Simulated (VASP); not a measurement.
All values below come from PW91 GGA, VASP's PBE PAW potentials (set 64) (plane waves; VASP).

A VASP calculation is set up with these files.

**KPOINTS**
```
Automatic
0
Gamma
 9 9 9
0 0 0
```

File POSCAR:
```
SrVO3
1
    3.8607586656     0.0000000000     0.0000000000
    0.0000000000     3.8607586656     0.0000000000
    0.0000000000     0.0000000000     3.8607586656
Sr V O
1 1 3
Direct
  0.0000000000   0.0000000000   0.0000000000
  0.5000000000   0.5000000000   0.5000000000
  0.5000000000   0.0000000000   0.5000000000
  0.0000000000   0.5000000000   0.5000000000
  0.5000000000   0.5000000000   0.0000000000
```

**INCAR**
```
SYSTEM = SrVO3
PREC = Accurate; ENCUT = 520; LREAL = .FALSE.
LASPH = .TRUE.
EDIFF = 1E-7; NELM = 100; ALGO = Normal
LMAXMIX = 4
ISMEAR = -5
GGA = 91
ISIF = 2
LWAVE = .FALSE.; LCHARG = .TRUE.; LORBIT = 11
NEDOS = 601
LEFG = .TRUE.
```

POTCAR, in this order: Sr_sv V_sv O (PBE.64 set). Program: vasp_std.

**Question.** What will the output report for the number of irreducible k-points (NKPTS), largest plane-wave count, number of space-group operations, FFT grid (NGX, NGY, NGZ)?

**Answer.** 
```
Property                                       Value
--------------------------------------  ------------
number of irreducible k-points (NKPTS)            35
largest plane-wave count                        1562
number of space-group operations                  48
FFT grid (NGX, NGY, NGZ)                30 × 30 × 30
```

The compound is SrVO3 in the cubic perovskite structure. It was relaxed first. The run is not spin-polarised, so no magnetic state was tried. The electron count is odd and the run is not spin-polarised, which forces a metal.
